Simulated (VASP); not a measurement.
Computed with r2SCAN meta-GGA, VASP's PBE PAW potentials (set 64) (plane waves; VASP).

VASP input:

INCAR:
```
# general
SYSTEM  = SrCl2
PREC    = Accurate
ENCUT   = 520
LREAL   = .FALSE.
LASPH   = .TRUE.

# electronic loop
EDIFF   = 1E-7
NELM    = 100
ALGO    = Normal
LMAXMIX = 4
LMIXTAU = .TRUE.

# smearing
ISMEAR  = 0
SIGMA   = 0.05

# functional
METAGGA = R2SCAN

# ions
ISIF    = 2

# output
LWAVE   = .FALSE.
LCHARG  = .FALSE.
```

**KPOINTS**
```
Automatic mesh
0
Gamma
6 6 6
0 0 0
```

File POSCAR:
```
SrCl2
1
    0.0000000000     3.5336242350     3.5336242350
    3.5336242350     0.0000000000     3.5336242350
    3.5336242350     3.5336242350     0.0000000000
Sr Cl
1 2
Direct
  0.0000000000   0.0000000000   0.0000000000
  0.2500000000   0.2500000000   0.2500000000
  0.7500000000   0.7500000000   0.7500000000
```

POTCAR, in this order: Sr_sv Cl (PBE.64 set). Program: vasp_std.

Task: What does the run give for the energy per atom (σ→0), pressure, band gap (on the k-mesh)?

Result: 
```
Quantity                           Result
------------------------  ---------------
energy per atom (σ→0)     -11.896 eV/atom
band gap (on the k-mesh)          5.82 eV
pressure                        -1.05 GPa
```

OSZICAR:
```
...
DAV:  21    -0.356894066451E+02   -0.41510E-06   -0.12663E-06   656   0.148E-02    0.778E-03
DAV:  22    -0.356894081715E+02   -0.15264E-05   -0.15075E-06   584   0.115E-02    0.695E-03
DAV:  23    -0.356894094836E+02   -0.13120E-05   -0.20164E-06   576   0.160E-02    0.425E-03
DAV:  24    -0.356894098170E+02   -0.33338E-06   -0.12816E-07   544   0.472E-03    0.218E-03
DAV:  25    -0.356894099897E+02   -0.17272E-06   -0.53168E-08   440   0.263E-03    0.373E-04
DAV:  26    -0.356894100969E+02   -0.10722E-06   -0.22764E-08   328   0.164E-03    0.341E-04
DAV:  27    -0.356894100842E+02    0.12663E-07   -0.48760E-09   328   0.716E-04
   1 F= -.35689410E+02 E0= -.35689410E+02  d E =-.489024E-13
```

The compound is SrCl2 in the fluorite structure. This cell is one point of a volume scan, at 1.03 of the reference volume.
